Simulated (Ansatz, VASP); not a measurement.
One calculation of SnCl, two programs

```xyz
4
Lattice="3.4975 0.0000 0.0000 -1.7488 3.0290 0.0000 0.0000 0.0000 10.0622" Properties=species:S:1:pos:R:3 pbc="T T T"
Sn    1.7488    1.0097    8.2561
Sn    0.0000    2.0193    3.2250
Cl    1.7488    1.0097    5.5794
Cl    0.0000    2.0193    0.5483
```

The cell comes from a database or a generator and needn't be the stable form of this composition.

Alike in both runs: task single point; functional PBE; k mesh 9 × 9 × 3; occupations fermi-dirac, width 0.05 eV; no spin polarisation.

|  | VASP | Ansatz |
| --- | --- | --- |
| version | VASP 6.6.1 | Ansatz 0.2.0 |
| potentials or method | VASP PAW PBE potentials, release 64 (Sn_d, Cl) | Ansatz PAW |
| plane-wave cutoff (eV) | 520 | 420 |
| valence electrons in the cell | 42 | 42 |

Ansatz gave:

* gap on the k mesh at the Fermi level (eV): none
* pressure (GPa): -0.2
* largest component of the traceless stress (GPa): 0.16
* rms of the force components (eV/Å): 0.057

Q: What did VASP give for the same quantities?

A: gap on the k mesh at the Fermi level (eV): none; pressure (GPa): -0.3; largest component of the traceless stress (GPa): 0.15; rms of the force components (eV/Å): 0.059.

Atom by atom the forces differ by 0.002 eV/Å (rms over components). A gap of «none» marks a metal or a gap that the smearing closes. With one functional, cell and mesh, what is left measures potentials, basis and numerics.
